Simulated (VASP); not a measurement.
Here is the system:

```
CELL_PARAMETERS angstrom
      4.00234     0.00000     0.00000
      0.00000     4.00234     0.00000
      0.00000     0.00000     4.00234
ATOMIC_POSITIONS crystal
  K  0.50000 0.50000 0.50000
  Mg 0.00000 0.00000 0.00000
  F  0.00000 0.50000 0.00000
  F  0.50000 0.00000 0.00000
  F  0.00000 0.00000 0.50000
```

These are PBE GGA, VASP's PBE PAW potentials (set 64) (plane waves; VASP) values and carry that method's errors. Numerical set-up: 400 eV cut-off, 4×4×4 Γ-centred mesh, Fermi-Dirac smearing of 0.020 eV, potentials K_sv Mg F.

Task: Give the energies of bands 8 to 17 at the high-symmetry points, in eV from the valence-band maximum.

Result: 
```json
[
 {"band": "8", "Γ": "-2.40", "X": "-2.26", "M": "-3.07", "R": "-3.84"},
 {"band": "9", "Γ": "-2.40", "X": "-2.26", "M": "-2.10", "R": "-1.64"},
 {"band": "10", "Γ": "-2.40", "X": "-2.16", "M": "-1.87", "R": "-1.64"},
 {"band": "11", "Γ": "-0.63", "X": "-1.43", "M": "-1.13", "R": "-1.64"},
 {"band": "12", "Γ": "-0.63", "X": "-0.85", "M": "-1.03", "R": "-1.11"},
 {"band": "13", "Γ": "-0.63", "X": "-0.85", "M": "-1.03", "R": "-1.11"},
 {"band": "14", "Γ": "-0.33", "X": "-0.85", "M": "-0.89", "R": "0.00"},
 {"band": "15", "Γ": "-0.33", "X": "-0.54", "M": "-0.89", "R": "0.00"},
 {"band": "16", "Γ": "-0.33", "X": "-0.54", "M": "-0.03", "R": "0.00"},
 {"band": "17", "Γ": "7.23", "X": "10.06", "M": "10.87", "R": "10.42"}
]
```

The gap is indirect, 7.23 eV, from the valence maximum at R to the conduction minimum at Γ.

The structure comes from a computed database's KMgF3 entry; how it stands against other phases isn't given here. The cell was not relaxed at this level.
